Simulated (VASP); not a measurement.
Data:

```
CELL_PARAMETERS angstrom
     -1.63804     1.63804     1.63804
      1.63804    -1.63804     1.63804
      1.63804     1.63804    -1.63804
ATOMIC_POSITIONS crystal
  Nb 0.00000 0.00000 0.00000
```

These are PBE GGA, VASP's PBE PAW potentials (set 64) (plane waves; VASP) values and carry that method's errors. Numerical set-up: 520 eV cut-off, 15×15×15 Γ-centred mesh, first-order Methfessel-Paxton smearing of 0.10 eV, potentials Nb_sv.

Problem. The job: Nb (bcc), 1 atom, PBE, static run, 520 eV, 15×15×15 Γ-centred mesh. Roughly how much core time does it take on a busy server core?

Solution. About 40 core-seconds (one run on a shared machine, a rough figure). It had 120 irreducible k-points, 10 bands, up to 484 plane waves and 14 electronic steps.

The compound is Nb in the bcc structure. This cell is one point of a volume scan, at 0.97 of the reference volume.
